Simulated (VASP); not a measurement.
Write the native input for VASP 6.6.1 that does the following.

* Task: single point
* Functional: PBE0
* Potentials or basis: VASP PAW PBE potentials, release 64 (Ga_d, N)
* Cutoff: 520 eV
* k mesh: 6 × 6 × 6
* Occupations: gaussian, width 0.02 eV
* Spin: no spin polarisation
* Grid for exact exchange (PRECFOCK): Fast
* Exchange at q = 0: truncated
* Further INCAR settings: ALGO = Normal; EDIFF = 1e-07

Crystal: GaN.

```
Ga N
1.0
     0.00000    2.24724    2.24724
     2.24724    0.00000    2.24724
     2.24724    2.24724    0.00000
Ga N
1 1
Direct
  0.00000 0.00000 0.00000
  0.25000 0.25000 0.25000
```

The cell is a database's computed one.

These files were run (other wordings do the same):

POSCAR

```
GaN
1.0
    0.0000000000      2.2472400000      2.2472400000
    2.2472400000      0.0000000000      2.2472400000
    2.2472400000      2.2472400000      0.0000000000
Ga N
1 1
Direct
    0.0000000000      0.0000000000      0.0000000000
    0.2500000000      0.2500000000      0.2500000000
```

INCAR.step1

```
PREC = Accurate
ENCUT = 520
EDIFF = 1E-5
ISMEAR = 0
SIGMA = 0.02
LREAL = F
LASPH = T
NELM = 60
ALGO = Normal
ISIF = 2
LWAVE = T
LCHARG = F
GGA = PE
```

INCAR.step2

```
PREC = Accurate
ENCUT = 520
EDIFF = 1E-7
ISMEAR = 0
SIGMA = 0.02
LREAL = F
LASPH = T
NELM = 60
ALGO = Normal
ISIF = 2
LWAVE = F
LCHARG = F
GGA = PE
LHFCALC = T
AEXX = 0.25
PRECFOCK = Fast
HFRCUT = -1
ISTART = 1
```

KPOINTS

```
Automatic mesh
0
Gamma
  6 6 6
```

Potentials or basis: VASP PAW PBE potentials, release 64 (Ga_d, N).

The run is started by

```bash
$ cat potpaw_PBE.64/Ga_d/POTCAR potpaw_PBE.64/N/POTCAR > POTCAR
$ cp INCAR.step1 INCAR
$ mpirun -np 1 vasp_std > vasp.out
$ cp INCAR.step2 INCAR
$ mpirun -np 1 vasp_std > vasp.out
```

Results of the run:

```
Pressure               : 0.2 GPa
Band gap on the k mesh : 3.74 eV, direct
```

Caveat: the PAW data sets were made with another functional, which shifts forces and pressure a little.

Wall time 7.3 min on 1 thread of Intel(R) Xeon(R) Platinum 8488C (Sapphire Rapids) (shared host), peak memory 0.14 GiB.
